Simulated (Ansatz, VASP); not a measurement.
## Sn2TeO3 in VASP and in Ansatz

```xyz
6
Lattice="3.0114 0.0000 0.0000 0.0000 3.0114 0.0000 0.0000 0.0000 12.5513" Properties=species:S:1:pos:R:3 pbc="T T T"
Sn    0.0000    0.0000    4.5707
Sn    0.0000    0.0000    7.9806
Te    0.0000    0.0000    0.0000
O     1.5057    1.5057    3.6472
O     1.5057    1.5057    6.2756
O     1.5057    1.5057    8.9041
```

Change from the starting cell: species swapped into the Pr3MgAl2 type (P4/mmm, No. 123).

Alike in both runs: functional PBE; k mesh 6 × 6 × 2; occupations gaussian, width 0.1 eV; no spin polarisation.

Ansatz relaxed the structure, and its values are those at the end. VASP's run is a single point on that final structure, the one shown.

```csv
,VASP,Ansatz
version,VASP 6.6.1,Ansatz 0.2.0
potentials or method,"VASP PAW PBE potentials, release 64 (Sn_d, Te, O)","scalar-relativistic, plane waves, PAW"
plane-wave cutoff (eV),520,420
valence electrons in the cell,52,62
```

VASP gave:

```
gap on the k mesh at the Fermi level (eV) : none
pressure (GPa)                            : 0.2
rms of the force components (eV/Å)        : 0.013
```

**Question.** Which values does Ansatz return?

**Answer.** gap on the k mesh at the Fermi level (eV): none; pressure (GPa): 0.2; rms of the force components (eV/Å): 0.006.

A gap of «none» marks a metal or a gap that the smearing closes. The two sets of potentials don't hold the same shells in valence.

Caveats: this functional lacks dispersion, which binds the layers, so the pressure and a relaxed spacing across them are unreliable. The runs have no spin-orbit coupling, so splittings on Te are missing.
